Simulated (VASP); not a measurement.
An input for Ansatz (written as the equivalent of a VASP run, and not itself run):

Ansatz 0.2 input:
```yaml
crystal:
  lattice:
    - [5.2184987, 0.0000000, 0.0000000]
    - [0.0000000, 5.2184987, 0.0000000]
    - [0.0000000, 0.0000000, 7.7588260]
  atoms:
    - { symbol: W, position: [0.0000000, 0.5000000, 0.2190135] }
    - { symbol: W, position: [0.5000000, 0.0000000, 0.2809865] }
    - { symbol: W, position: [0.5000000, 0.0000000, 0.7809865] }
    - { symbol: W, position: [0.0000000, 0.5000000, 0.7190135] }
    - { symbol: O, position: [0.2971307, 0.2971307, 0.7500000] }
    - { symbol: O, position: [0.2028693, 0.7971307, 0.7500000] }
    - { symbol: O, position: [0.7028693, 0.7028693, 0.7500000] }
    - { symbol: O, position: [0.7971307, 0.2028693, 0.7500000] }
    - { symbol: O, position: [0.2028693, 0.2028693, 0.2500000] }
    - { symbol: O, position: [0.2971307, 0.7028693, 0.2500000] }
    - { symbol: O, position: [0.7971307, 0.7971307, 0.2500000] }
    - { symbol: O, position: [0.7028693, 0.2971307, 0.2500000] }
    - { symbol: O, position: [0.0000000, 0.5000000, 0.9907974] }
    - { symbol: O, position: [0.5000000, 0.0000000, 0.5092026] }
    - { symbol: O, position: [0.5000000, 0.0000000, 0.0092026] }
    - { symbol: O, position: [0.0000000, 0.5000000, 0.4907974] }
kpoints:
  mp_grid: { grid: [4, 4, 3] }
hamiltonian:
  xc: lda
  pseudopotentials: { kind: paw }
scf:
  occupations: { method: gaussian, width: 0.05 }
  max_iter: 100
relax:
  max_steps: 60
  f_tol: 0.02
  cell: {}
output: { forces: true, stress: true, eigenvalues: true }
```

Problem. Translate this input to VASP (INCAR, KPOINTS, POSCAR, choice of POTCAR).

Solution. Several could match; the one computed here: 
### INCAR
```
! general
SYSTEM  = WO3
PREC    = Accurate
ENCUT   = 520
LREAL   = Auto
LASPH   = T

! electronic loop
EDIFF   = 1E-6
NELM    = 100
ALGO    = Normal
LMAXMIX = 6

! smearing
ISMEAR  = 0
SIGMA   = 0.05

! ions
IBRION  = 2
NSW     = 60
ISIF    = 3
EDIFFG  = -0.02

! output
LWAVE   = F
LCHARG  = F
```

POSCAR:
```
WO3
1
    5.2184986988    -0.0000000000     0.0000000000
    0.0000000000     5.2184986988    -0.0000000000
   -0.0000000000    -0.0000000000     7.7588260218
W O
4 12
Direct
  0.0000000000   0.5000000000   0.2190135490
  0.5000000000   0.0000000000   0.2809864510
  0.5000000000   0.0000000000   0.7809864510
  0.0000000000   0.5000000000   0.7190135490
  0.2971307214   0.2971307214   0.7500000000
  0.2028692786   0.7971307214   0.7500000000
  0.7028692786   0.7028692786   0.7500000000
  0.7971307214   0.2028692786   0.7500000000
  0.2028692786   0.2028692786   0.2500000000
  0.2971307214   0.7028692786   0.2500000000
  0.7971307214   0.7971307214   0.2500000000
  0.7028692786   0.2971307214   0.2500000000
  0.0000000000   0.5000000000   0.9907973788
  0.5000000000   0.0000000000   0.5092026212
  0.5000000000   0.0000000000   0.0092026212
  0.0000000000   0.5000000000   0.4907973788
```

**KPOINTS**
```
Automatic mesh
0
Gamma
4 4 3
0 0 0
```

POTCAR, in this order: W_sv O (LDA.64 set). Program: vasp_std.

Limits of the translation: each code has its own PAW files, so the cut-off isn't converted (ENCUT is set for VASP's; basis.ecutwfc is left out, and Ansatz then takes the one that its files recommend); Ansatz stops its SCF on the density residual and VASP on the energy change (EDIFF); Ansatz's lda is the Perdew-Wang form, while the LDA potentials of VASP carry Perdew-Zunger's.

The structure comes from a computed database's WO3 entry (P4/ncc); how it stands against other phases isn't given here. This run relaxes it. Symmetry was kept, so distortions that lower it aren't found. The start is the result of an earlier pass.
